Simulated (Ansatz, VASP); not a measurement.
# Si26C27 (V_Si): VASP beside Ansatz

One calculation is typed for both programs; each brings its own data sets. How far apart do they land? The cell is taken from a series of runs on this material, whose earlier steps may have relaxed, scaled, displaced or heated it; both programs get it as it stands.

Program: Ansatz 0.2.0. Level of theory: plane waves, with VASP 6.6.1 beside it; single point at r2SCAN. Results are calculated unless marked as measured.

### Step 1. Starting point

The cell holds 53 atoms: 26 Si and 27 C. Cell: a = 9.519 Å, b = 9.519 Å, c = 9.519 Å, α = 60.0°, β = 60.0°, γ = 60.0°. It derives from SiC (SiC (F-43m)). Nearest the centre at fractional (0.333, 0.667, 0.667): C43 at 2.23 Å, C44 at 2.25 Å, C41 at 2.25 Å, C35 at 2.26 Å, Si25 at 3.18 Å, Si17 at 3.18 Å, Si11 at 3.19 Å, Si23 at 3.19 Å.

Coordinates:

```xyz
53
Lattice="0.0000 6.7309 6.7309 6.7309 0.0000 6.7309 6.7309 6.7309 0.0000" Properties=species:S:1:pos:R:3 pbc="T T T"
Si    6.7379   13.4596    6.7358
Si    2.2504    8.9719    6.7363
Si    4.5064   11.2034    6.7568
Si    2.2494    6.7297    8.9771
Si    4.4957    8.9762    8.9802
Si    6.7340   11.2139    8.9805
Si    4.5070    6.7533   11.2085
Si    6.7351    8.9747   11.2209
Si    8.9577   11.2016   11.2070
Si    0.0067    2.2392    2.2437
Si    2.2683    4.4791    2.2549
Si    4.5028    6.7074    2.2588
Si    2.2721    2.2569    4.4772
Si    4.4945    4.4840    4.4900
Si    6.7205    6.7071    4.4756
Si    4.5031    2.2527    6.7164
Si    6.7276    4.4774    6.7187
Si    0.0087    4.4896    4.4893
Si    2.2494    6.7292    4.4914
Si    4.4887    8.9692    4.4888
Si    2.2488    4.4870    6.7354
Si    4.4919    6.7305    6.7360
Si    6.7224    8.9875    6.7567
Si    4.4900    4.4877    8.9745
Si    6.7297    6.7496    8.9854
Si    8.9589    8.9837    8.9900
C     1.1237    1.1189    1.1177
C     3.3692    3.3603    1.1204
C     5.6137    5.6045    1.1209
C     3.3688    1.1193    3.3614
C     5.6116    3.3626    3.3626
C     7.8546    5.6058    3.3617
C     5.6124    1.1206    5.6060
C     7.8544    3.3630    5.6056
C    10.2819    5.4254    5.4285
C     1.1169    3.3611    3.3618
C     3.3704    5.6034    3.3648
C     5.6114    7.8552    3.3604
C     3.3695    3.3634    5.6062
C     5.6118    5.6054    5.6057
C     7.6745    8.0324    5.4280
C     5.6124    3.3636    7.8568
C     7.6938    5.4438    8.0173
C    10.2751    8.0250    8.0294
C     1.1230    5.6056    5.6034
C     3.3674    7.8500    5.6033
C     5.6110   10.0927    5.5956
C     3.3675    5.6063    7.8484
C     5.6100    7.8508    7.8510
C     7.8539   10.0953    7.8515
C     5.6108    5.5987   10.0924
C     7.8526    7.8524   10.0952
C    10.1043   10.0939   10.0917
```

### Step 2. VASP: single point, r2SCAN, pair 1

With cell and atoms fixed, the geometry can't cause a difference; cores, projectors, grids and the points listed under the comparison can.

Lines of VASP's logs that name or quote its potential files are left out, and so is its time.

Contents of INCAR:

```
SYSTEM = Si26C27
PREC = Accurate
ENCUT = 580
EDIFF = 1E-06
NELM = 120
ISMEAR = -1
SIGMA = 0.01
LREAL = Auto
ALGO = Normal
METAGGA = R2SCAN
LASPH = .TRUE.
NBANDS = 144
LORBIT = 11
LWAVE = .FALSE.
LCHARG = .FALSE.
ISIF = 2
ISYM = 0
GGA_COMPAT = .FALSE.
EFERMI = MIDGAP
LMIXTAU = .TRUE.
KPAR = 4
```

Contents of POSCAR:

```
Si26C27
1.0
    0.0000000000      6.7309353901      6.7309353901
    6.7309353901      0.0000000000      6.7309353901
    6.7309353901      6.7309353901      0.0000000000
Si C
26 27
Direct
    0.9996733268      0.0010447562      0.9999891639
    0.9996979835      0.0010986778      0.3332386861
    0.9994075456      0.0044365841      0.6650621516
    0.9996689301      0.3340435506      0.0001515906
    0.9999119698      0.3342549181      0.3336556523
    0.9998859114      0.3343302165      0.6661307458
    0.9994699655      0.6657501455      0.0038482184
    0.9999027228      0.6671671318      0.3334528201
    0.9991829941      0.6658151024      0.6650063130
    0.3325121165      0.0008330784      0.0001658684
    0.3317246510      0.0032755281      0.3337252917
    0.3315576132      0.0040297515      0.6649416404
    0.3314616438      0.3337086521      0.0038455019
    0.3327554435      0.3343200737      0.3334178291
    0.3314702824      0.3334564492      0.6649861778
    0.3317545248      0.6660862084      0.0029219849
    0.3319419888      0.6662449239      0.3332625446
    0.6663433154      0.0006213344      0.0006727198
    0.6664123144      0.0008679011      0.3333232926
    0.6662739655      0.0006178186      0.6662605518
    0.6665981131      0.3340717936      0.0000290745
    0.6666674751      0.3340789202      0.3332706018
    0.6701728983      0.3336482812      0.6650828309
    0.6664860173      0.6668343537      0.0002378495
    0.6689494480      0.6659940506      0.3338172190
    0.6696532616      0.6659760244      0.6650347207
    0.0826694481      0.0833839939      0.0835655011
    0.0825631227      0.0838866224      0.4166728815
    0.0825797137      0.0839469292      0.7500698904
    0.0826003314      0.4168001746      0.0836892627
    0.0827194477      0.4168551690      0.4168530581
    0.0826682492      0.4167670783      0.7501696248
    0.0827606218      0.7501043332      0.0837214828
    0.0827709899      0.7500434248      0.4168613241
    0.0424849796      0.7640135169      0.7635523613
    0.4164388554      0.0830214367      0.0829111636
    0.4158286135      0.0840678709      0.4166588756
    0.4163026497      0.0829474182      0.7507218879
    0.4159974585      0.4169031834      0.0836996155
    0.4159411172      0.4168885362      0.4168464120
    0.4297968910      0.3766303577      0.7635543306
    0.4165860621      0.7506847145      0.0831357902
    0.4284115919      0.7626959554      0.3803581359
    0.4293173737      0.7635973129      0.7629460091
    0.7492333682      0.0832580205      0.0835782475
    0.7492143717      0.0832520474      0.4170367083
    0.7485820493      0.0827471118      0.7508737684
    0.7493227521      0.4167035574      0.0835983031
    0.7496600895      0.4167491396      0.4167197649
    0.7497463596      0.4167369364      0.7500942309
    0.7487969232      0.7506021737      0.0829859250
    0.7498990865      0.7499294596      0.4167140386
    0.7488765948      0.7504173150      0.7507581138
```

Contents of KPOINTS:

```
Points of the shifted mesh
8
Reciprocal
 0.2500000000  0.2500000000  0.2500000000 1
 0.2500000000  0.2500000000  0.7500000000 1
 0.2500000000  0.7500000000  0.2500000000 1
 0.2500000000  0.7500000000  0.7500000000 1
 0.7500000000  0.2500000000  0.2500000000 1
 0.7500000000  0.2500000000  0.7500000000 1
 0.7500000000  0.7500000000  0.2500000000 1
 0.7500000000  0.7500000000  0.7500000000 1
```

PAW data sets: Si and C (PBE family, release 64).

Started as:

```console
mpirun -np 8 vasp_std
```

Numbers of over 12 decimals in the logs are rounded to 6 here.

Output:

```text
[banner, memory and clock lines left out]
running    8 mpi-ranks, on    1 nodes
[...]
|                                                                             |
|           W    W    AA    RRRRR   N    N  II  N    N   GGGG   !!!           |
|           W    W   A  A   R    R  NN   N  II  NN   N  G    G  !!!           |
|           W    W  A    A  R    R  N N  N  II  N N  N  G       !!!           |
|           W WW W  AAAAAA  RRRRR   N  N N  II  N  N N  G  GGG   !            |
|           WW  WW  A    A  R   R   N   NN  II  N   NN  G    G                |
|           W    W  A    A  R    R  N    N  II  N    N   GGGG   !!!           |
|                                                                             |
|     For optimal performance we recommend to set                             |
|       NCORE = 2 up to number-of-cores-per-socket                            |
|     NCORE specifies how many cores store one orbital (NPAR=cpu/NCORE).      |
|     This setting can greatly improve the performance of VASP for DFT.       |
[...]
|               ----> ADVICE to this user running VASP <----                  |
|                                                                             |
|     You enforced a specific xc type in the INCAR file but a different       |
|     [... a line on the potential file left out ...]
|     I HOPE YOU KNOW WHAT YOU ARE DOING!                                     |
|                                                                             |

 LDA part: xc-table for (None), standard interpolation
 POSCAR, INCAR and KPOINTS ok, starting setup
[...]
entering main loop
       N       E                     dE             d eps       ncg     rms          rms(c)
DAV:   1     0.582622513323E+03    0.58262E+03   -0.10464E+05  2304   0.148E+03
DAV:   2    -0.493993723440E+03   -0.10766E+04   -0.10198E+04  2840   0.246E+02
DAV:   3    -0.574449660353E+03   -0.80456E+02   -0.79256E+02  2752   0.624E+01
DAV:   4    -0.576697786706E+03   -0.22481E+01   -0.22369E+01  2856   0.112E+01
[...]
DAV:  19    -0.502522017633E+03    0.15186E-05   -0.41791E-06  2360   0.750E-03    0.621E-03
DAV:  20    -0.502522021210E+03   -0.35767E-05   -0.27646E-06  1632   0.624E-03    0.900E-04
DAV:  21    -0.502522021152E+03    0.57848E-07   -0.84699E-07  1344   0.242E-03
   1 F= -.50252202E+03 E0= -.50252202E+03  d E =-.365638E-05
```

OUTCAR, selected parts (step 2):

```text
  Total      -58.8925526    -58.8718265    -58.9676741      0.7274127      0.5721591      0.4417424
  in kB     -154.7086868   -154.6542402   -154.9060283      1.9108878      1.5030419      1.1604420
  external PRESSURE =    -154.7563184 kB  Pullay stress =       0.0000000 kB

 POSITION                                       TOTAL-FORCE (eV/Angst)
 -----------------------------------------------------------------------------------
      6.73789     13.45960      6.73577        -0.159884     -0.024360     -0.152710
      2.25040      8.97191      6.73630        -0.071466      0.072171     -0.174879
      4.50635     11.20344      6.75681        -0.392664      0.305589     -0.588894
      2.24945      6.72973      8.97713        -0.063677     -0.030179     -0.025422
      4.49566      8.97616      8.98019        -0.139847     -0.123205     -0.168271
      6.73404     11.21385      8.98052         0.025154      0.058326     -0.177376
      4.50702      6.75327     11.20849        -0.397227     -0.532458      0.243856
      6.73511      8.97473     11.22094        -0.001920     -0.082249     -0.030711
      8.95767     11.20155     11.20699         0.470088      0.330445      0.254962
      0.00672      2.23923      2.24372        -0.136567      0.051647     -0.034734
      2.26833      4.47910      2.25486        -0.446291      0.241079     -0.394121
      4.50280      6.70737      2.25882        -0.357161      0.526686     -0.436604
      2.27206      2.25693      4.47722        -0.539688     -0.387420      0.247299
      4.49450      4.48397      4.49004        -0.107839      0.029820     -0.032189
[...]
-----------------------------------------------------------------------------------
    total drift:                                0.016535      0.001544     -0.002735

  FREE ENERGIE OF THE ION-ELECTRON SYSTEM (eV)
  ---------------------------------------------------
  free  energy   TOTEN  =      -502.5220211523 eV

  energy  without entropy=     -502.5220174959  energy(sigma->0) =     -502.52201932

[... 3 further parts left out ...]
[key lines of the parts left out:]
E-fermi :   7.7582
```

The run ends at a pressure of -15.48 GPa, with forces up to 0.77 eV/Å.

### Step 3. Ansatz: single point, r2SCAN, pair 1

Ansatz runs on its PAW soft_1 files.

The same cell, functional, mesh and smearing now go to Ansatz.

Contents of input.yaml:

```yaml
crystal:
  checkpoint: "../qp2_M2.relax.run"
  host: checkpoint
basis:
  ecutwfc: 500
  xc_grid: 2
hamiltonian:
  xc: r2scan
  pseudopotentials: { kind: paw, azcp: { folder: soft_1 } }
kpoints:
  mp_grid: { grid: [2, 2, 2], shift: [0.5, 0.5, 0.5] }
scf:
  occupations: { method: fermi_dirac, width: 0.01 }
  max_iter: 60
output:
  forces: true
  eigenvalues: true
  charged_corrections: { defect_position: [0.333333, 0.666667, 0.666667] }
checkpoint:
  read: "../qp2_M2.relax.run"
  write: "../qp2_M2.point_neutral.run"
  compress: false
  write_wavefunctions: false
  write_every: 100000
```

Started as:

```console
ansatz run input.yaml --threads 8 --pin off --max-ram 15073MiB --backend cpu --events-out ev --progress --plain --runs-dir out
```

Output:

```text
Warning: checkpoint.read: spin treatment differs: saved collinear, current unpolarized; the saved charge density seeds this run and the saved magnetisation is not carried: this deck is unpolarised; the saved density holds an absolute magnetisation of 3.5e0 μB; saved orbitals and DFT+U occupations are not carried; the saved kinetic-energy density and PAW projector densities are carried summed over spin
checkpoint.read: the saved state was converged at a total charge of 2 e, and this run's is 0 e: a saved density that it takes is scaled to its electron count
crystal.checkpoint: the structure is that of <dir>, a `relax` run, at its step 8: its result, under r2scan at a charge of 2 e; 53 atoms read, 0 with a starting moment; this deck's charge is 0 e; crystal.structure_sha256 for this input is
Engine: ansatz 0.2.0, x86_64-unknown-linux-gnu
Pseudopotentials: kind: paw
Pseudopotential: Si, paw, valence charge 4, recommended cutoff 500 eV (meta_gga), soft_1/Si.paw.azcp
Pseudopotential: C, paw, valence charge 4, recommended cutoff 500 eV (meta_gga), soft_1/C.paw.azcp
Functional definition: r2SCAN
  parameter k0 = 0.174
  parameter k1 = 0.065
  parameter a1 = 4.9479
  exchange = r2scan_x(k0 = k0, k1 = k1, a1 = a1)
  correlation = r2scan_c
Crystal: 53 atoms, lattice volume = 609.897 Å³
Basis set: ecut = 500 eV, 15473 PW (Γ), exchange–correlation on 144×144×144 points (8 copies of the dense FFT grid, shifted against one another)
Bands: 159, of which v1, the nominal top of the filled ones, is band 106 counted from 1 (105 counted from 0)
Symmetry: 1 space group operations
Space group: P1 (ITA 1), of the structure as read, at distance tolerance 8.5e-5 Å
k-points: 4 of 8 (time reversal used)
Non-local potential: Si, projectors of the file, l = 0: 2, l = 1: 2, l = 2: 1
Non-local potential: C, projectors of the file, l = 0: 2, l = 1: 2, l = 2: 1
PAW form: soft (Blöchl's): semilocal exchange-correlation on the pseudo side does not see the compensation charge
PAW frozen core: Si, regenerated for the run's functional (the file was generated under x = pbe(κ = 0.804, μ = 0.219515), c = pbe(β = 0.066725))
PAW frozen core: C, regenerated for the run's functional (the file was generated under x = pbe(κ = 0.804, μ = 0.219515), c = pbe(β = 0.066725))
PAW one-centre angular grid: Si, 302 points (default); XC on 160 Gauss nodes
PAW one-centre angular grid: C, 302 points (default); XC on 219 of its mesh's 2255 points in the sphere
Initial density: read from a saved state, or passed on in memory by an earlier SCF of this step, an earlier step, the calling program or the single point that the run made first
Initial wavefunctions: pseudopotential atomic-orbital guess
Functional: x = r2scan, c = r2scan; τ floored in thin density (d = 2e-4 eV/Å³)
iter 1 solved again at ethr=6.23e-4 eV; its pass at ethr=3.10e-3 eV (dr2=1.32e0 eV) is discarded
SCF iter   1: F=—  HF=-23416.613491 eV  |F-HF|=—  |Δ(HF+E_count)|=         —  Δρ=7.94e-3  dr2=1.31e0  dr2_τ=1.27e-2  ethr=6.23e-4  ⟨swp⟩=5.0  Hψ=4041  notcnv=0
preconditioner: auto → Resta (q_TF=auto, 2.288 Å⁻¹)  ε∞=4.4  [insulator: Δε(μ)=0.227 eV  Ē_g=11.925 eV  σ=0.010 eV  W_gap=1.00  n_scr=136 (ndim 8)  ℏωp=21.9 eV  f_vac=0.000  D(μ)=0.00/eV (n_scr^D=0)  ε∞_Penn≈4.4]
SCF iter   2: F=—  HF=-23416.349911 eV  |F-HF|=—  |Δ(HF+E_count)|=   2.64e-1  Δρ=3.33e-3  dr2=1.65e-1  dr2_τ=1.45e-2  ethr=6.16e-4  ⟨swp⟩=6.5  Hψ=1281  notcnv=0
SCF iter   3: F=—  HF=-23416.325029 eV  |F-HF|=—  |Δ(HF+E_count)|=   2.49e-2  Δρ=2.28e-3  dr2=8.17e-2  dr2_τ=3.87e-3  ethr=7.79e-5  ⟨swp⟩=3.8  Hψ=1069  notcnv=0  defer=177
SCF iter   4: F=—  HF=-23416.316899 eV  |F-HF|=—  |Δ(HF+E_count)|=   8.13e-3  Δρ=1.64e-3  dr2=4.12e-2  dr2_τ=2.51e-3  ethr=3.85e-5  ⟨swp⟩=3.0  Hψ=859  notcnv=0  defer=33
automatic band count: iteration 4 solves 123 bands in place of 159: the levels show a gap, and the empty bands left out lie too high to hold charge; the band table lists the bands solved (type scf.n_extra_bands for more)
SCF iter   5: F=—  HF=-23416.312145 eV  |F-HF|=—  |Δ(HF+E_count)|=   4.75e-3  Δρ=3.68e-4  dr2=1.33e-3  dr2_τ=4.47e-5  ethr=1.94e-5  ⟨swp⟩=3.8  Hψ=858  notcnv=0  defer=33
SCF iter   6: F=—  HF=-23416.312406 eV  |F-HF|=—  |Δ(HF+E_count)|=   2.61e-4  Δρ=1.36e-4  dr2=1.41e-4  dr2_τ=5.95e-6  ethr=6.29e-7  ⟨swp⟩=2.0  Hψ=806  notcnv=0  defer=33
SCF iter   7: F=—  HF=-23416.312442 eV  |F-HF|=—  |Δ(HF+E_count)|=   3.56e-5  Δρ=7.83e-5  dr2=8.09e-5  dr2_τ=4.85e-6  ethr=6.64e-8  ⟨swp⟩=2.0  Hψ=828  notcnv=0  defer=33
SCF iter   8: F=—  HF=-23416.312213 eV  |F-HF|=—  |Δ(HF+E_count)|=   2.28e-4  Δρ=2.32e-5  dr2=5.63e-6  dr2_τ=4.27e-7  ethr=3.82e-8  ⟨swp⟩=2.0  Hψ=789  notcnv=0  defer=33
SCF iter   9: F=—  HF=-23416.312214 eV  |F-HF|=—  |Δ(HF+E_count)|=   7.19e-7  Δρ=1.11e-5  dr2=1.37e-6  dr2_τ=7.43e-8  ethr=2.66e-9  ⟨swp⟩=2.0  Hψ=806  notcnv=0  defer=33
[...]
SCF iter  11: F=-23416.312214 eV  HF=-23416.312214 eV  |F-HF|=2.99e-8  |Δ(HF+E_count)|=   3.17e-8  Δρ=2.82e-6  dr2=8.40e-8  dr2_τ=1.27e-9  ethr=4.72e-11  ⟨swp⟩=10.0  Hψ=2125  notcnv=0
SCF 1 converged in 11 iterations: F = -23416.312214 eV  dr2 = 8.40e-8
  greatest PAW one-centre occupation: 0.672 electrons in one spin orbital (limit 2), on the C atom at site 17 (counted from 0), in its partial waves of l = 0
SCF converged after 11 iterations
Free energy (F): -23416.312214 eV
Harris-Foulkes:  -23416.312214 eV  (|F-HF|=2.99e-8)
Internal energy: -23416.312211 eV  (E = F + TS)
E sigma→0 (E₀):  -23416.312212 eV
Entropy (-TS):   -0.000004 eV (-0.000 meV/atom)
Fermi energy:    9.004137 eV
--- Per-component energies (eV) ---
  E_band       = 413.628808
  E_kinetic    = 3435.449370
  E_local      = -2994.311889  (includes V_loc(G=0)·N_el)
  E_nonlocal   = 1150.200546
  E_hartree    = 991.121432
  E_xc         = -2637.486189
  E_vxc        = -3063.395156  (∫ρ·V_xc dr)
  E_paw        = -16209.502269  (= ΣΔE_a)
  E_vpaw       = -240.788354  (= ΣTr[D̂ρ^β])
  E_aug_tail   = 0.000393  (compensation charges beyond the density's cutoff)
  E_vtau       = 144.230031  (kinetic-family band-sum trace: ∫τ·v_τ [+ j·A + Jᵃ·Aᵃ] dr)
  E_ewald      = -7149.127450
  E_core_change = -2.656155  (= ΣΔE_core)
  E_smearing   = -0.000004  (= −TS)
  E_closure    = 0.000000  (closes the sum)
  Σ components = -23416.312214   (vs F -23416.312214, Δ=0.00e0)
--- Forces (eV/Å), atoms counted from 1 ---
  atom   1  Si    -0.16316752    -0.02438080    -0.15415884
  atom   2  C      0.09465316    -0.00049330     0.11664071
  atom   3  Si    -0.07268323     0.07164736    -0.17507233
  atom   4  C      0.13759909    -0.04638125     0.18918375
  atom   5  Si    -0.39322093     0.30308072    -0.58672093
  atom   6  C      0.14585741    -0.05977744     0.17004512
  atom   7  Si    -0.06491478    -0.03273460    -0.02547636
  atom   8  C      0.14331201     0.13230457     0.00590356
  atom   9  Si    -0.13929766    -0.12345149    -0.17059632
  atom  10  C      0.05446968     0.02600834     0.12636315
  atom  11  Si     0.02853474     0.05932260    -0.17860048
  atom  12  C     -0.03128768    -0.06050396    -0.00402938
  atom  13  Si    -0.39673583    -0.53053659     0.24175332
  atom  14  C      0.16739511     0.08902645     0.03793494
  atom  15  Si     0.00072014    -0.08312130    -0.03040449
  atom  16  C     -0.01953309    -0.09836443     0.05610147
  atom  17  Si     0.46625438     0.32921138     0.25369958
  atom  18  C     -0.14231531     0.18468130     0.20860455
  atom  19  Si    -0.13611073     0.05164823    -0.03571094
  atom  20  C      0.21963035     0.08317360     0.04804958
  atom  21  Si    -0.44364010     0.24211456    -0.39463218
  atom  22  C      0.09115626    -0.03370579     0.20435120
  atom  23  Si    -0.35686847     0.52481075    -0.43416591
  atom  24  C      0.00847656    -0.17369524     0.07984756
[...]
atom  46  Si     0.29641516    -0.38702948    -0.58839883
  atom  47  C     -0.03134589     0.12498459     0.17245229
  atom  48  Si     0.02265192    -0.11421646    -0.03215176
  atom  49  C      0.09153483     0.21021845     0.05355255
  atom  50  Si     0.23123019    -0.43734064    -0.39234370
  atom  51  C      0.00035591     0.06594355     0.20954575
  atom  52  Si     0.48940274    -0.34176448    -0.43708953
  atom  53  C     -0.14860666    -0.01419983     0.07747127
  max |Σ_I F_I| component: 1.57e-3 eV/Å
--- Band table (eV) ---
  k-point 0: bands = [... 102 lower, 7.2154, 7.5952, 7.6289, 8.9000, 9.2103, 9.2274, 10.7993, 10.8260, ... 13 higher]
  k-point 1: bands = [... 102 lower, 7.2561, 7.5564, 7.6557, 8.3986, 9.1181, 9.1804, 10.2910, 11.3442, ... 13 higher]
  k-point 2: bands = [... 102 lower, 7.2580, 7.5386, 7.6453, 8.4212, 9.1201, 9.1663, 10.2885, 11.3456, ... 13 higher]
  k-point 3: bands = [... 102 lower, 7.2585, 7.5449, 7.6453, 8.4212, 9.1199, 9.1663, 10.2893, 11.3460, ... 13 higher]
```

The column dr2 measures how far the density is from self-consistency, as an energy; F and HF (Harris–Foulkes) agree once it is small.

(Continued in part 2 of 2.)

[Lines on the potential files, build, host, timing and source positions are cut from VASP's logs without a mark.]

[Logs are printed without paths, hosts, clocks, repeated set-up lines and the standing remarks that a program may print on its own settings, such as how far it seeks lower states.]

[Hosts, paths, dates, database ids (printed as entryN), source tags and the programs' standing remarks are cut or masked in the printed files.]
